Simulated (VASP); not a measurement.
Data:

```xyz
2
Lattice="0.0000 2.4823 2.4823 2.4947 0.0000 2.4823 2.4947 2.4823 0.0000" Properties=species:S:1:pos:R:3 pbc="T T T"
Gd     0.0000     0.0000     0.0000
N      2.4947     2.4823     2.4823
```

Computed with r2SCAN meta-GGA, VASP's PBE PAW potentials (set 64) (plane waves; VASP). Run with 600 eV cut-off, 8×8×8 Γ-centred mesh, Gaussian smearing of 0.050 eV, potentials Gd_3 N.

The 4f electrons are frozen in the core of the lanthanide potential, so 4f levels, which can set the real gap, and their magnetism are missing.

Task: Give the stress tensor in GPa (positive for a compressed cell).

Result: 
```
-1.65   0.00   0.00
 0.00  -0.42   0.00
 0.00   0.00  -0.42
```
The pressure is its mean diagonal, -0.83 GPa.

The compound is GdN in the rock salt structure. This cell was strained or had an atom moved on purpose.
